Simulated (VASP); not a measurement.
A cell of TiTe (relaxed from the rocksalt structure, space group Fm-3m) near equilibrium:

```
CELL_PARAMETERS angstrom
      0.00000     2.81922     2.81922
      2.81922     0.00000     2.81922
      2.81922     2.81922     0.00000
ATOMIC_POSITIONS crystal
  Te 0.00000 0.00000 0.00000
  Ti 0.50000 0.50000 0.50000
```

All values below come from r2SCAN meta-GGA, VASP's PBE PAW potentials (set 64) (plane waves; VASP).

```csv
run,ΔE (meV/atom),σxx,σyy,σzz,"largest shear component, with its sign (GPa)",largest force (eV/Å)
as it is,0.0,0.17,0.17,0.17,0.00,0.000
after one change,69.4,-7.40,-7.40,-7.40,0.00,0.000
```
Stress is in GPa, positive when the cell is compressed.

Task: What was changed between the two runs?
A) isotropic strain of +4.0 %
B) biaxial strain of -2.0 % in the yz plane
C) biaxial strain of +0.5 % in the xy plane
D) uniaxial strain of +3.0 % along y

Result: A, isotropic strain of +4.0 %

The structure was generated: TiTe was put into the rocksalt type (Fm-3m), which need not be its known phase. VASP warned that the highest band is occupied, so more bands are needed.
